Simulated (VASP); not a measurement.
Given:

```
TiC
1.0
    1.48144    -4.70647     0.00000
    1.48144     4.70647     0.00000
    0.00000     0.00000     3.08114
C Ti
2 2
Direct
  0.63450   0.36550   0.25000
  0.36550   0.63450   0.75000
  0.86199   0.13801   0.25000
  0.13801   0.86199   0.75000
```

The numbers are results of r2SCAN meta-GGA, VASP's PBE PAW potentials (set 64) (plane waves; VASP), not measurements. Run with 520 eV cut-off, 12×12×11 Γ-centred mesh, tetrahedra with Blöchl corrections, potentials C Ti_sv.

Q: Estimate the energy per atom (σ→0), band gap (over mesh and band path) with the smallest direct gap where there is one.

A: 
| Quantity | Result |
|---|---|
| band gap (over mesh and band path) | none (metal, semimetal or under 0.01 eV) |
| energy per atom (σ→0) | -11.970 eV/atom |

The structure was generated: TiC was put into the CrB type (Cmcm), which need not be its known phase. It was relaxed first.
